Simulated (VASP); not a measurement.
Write the native input for VASP 6.6.1 that does the following.

* Task: Born charges and dielectric tensor
* Functional: PBE
* Potentials or basis: VASP PAW PBE potentials, release 64 (Si)
* Cutoff: 520 eV
* k mesh: 10 × 10 × 10
* Occupations: gaussian, width 0.02 eV
* Spin: no spin polarisation
* Further INCAR settings: ALGO = Normal; EDIFF = 1e-08; IBRION = 8; NSW = 1

The structure of Si lies in POSCAR:

```
Si
1.0
    0.0000000000      2.7351080000      2.7351080000
    2.7351080000      0.0000000000      2.7351080000
    2.7351080000      2.7351080000      0.0000000000
Si
2
Direct
    0.7500000000      0.7500000000      0.7500000000
    0.5000000000      0.5000000000      0.5000000000
```

One way to write it, as run:

INCAR

```
SYSTEM = Si
PREC = Accurate
ENCUT = 520
EDIFF = 1E-8
ISMEAR = 0
SIGMA = 0.02
LREAL = .False.
LASPH = .True.
NELM = 80
ALGO = Normal
ISIF = 2
LWAVE = .False.
LCHARG = .False.
GGA = PE
LEPSILON = .True.
IBRION = 8
NSW = 1
```

KPOINTS

```
regular mesh
0
Gamma
  10 10 10
  0 0 0
```

Potentials or basis: VASP PAW PBE potentials, release 64 (Si).

Command:

```sh
$ cat potpaw_PBE.64/Si/POTCAR > POTCAR
$ mpirun -np 1 vasp_std > vasp.out
```

Results of the run:

| Property | Result |
| --- | --- |
| Band gap on the k mesh | 0.62 eV, indirect (least direct gap 2.56 eV) |
| Electronic dielectric tensor (diagonal) | 13.39 |
| Born charges (mean of the diagonal) | Si +0.00 e |
| Highest phonon frequency at Γ | 502 cm⁻¹ |

Caveat: the gap is small at this level, which inflates the dielectric constant.

It took 2.9 min on 1 thread of AMD EPYC 9R45 (Zen 5), on a shared host, peak memory 0.23 GiB.
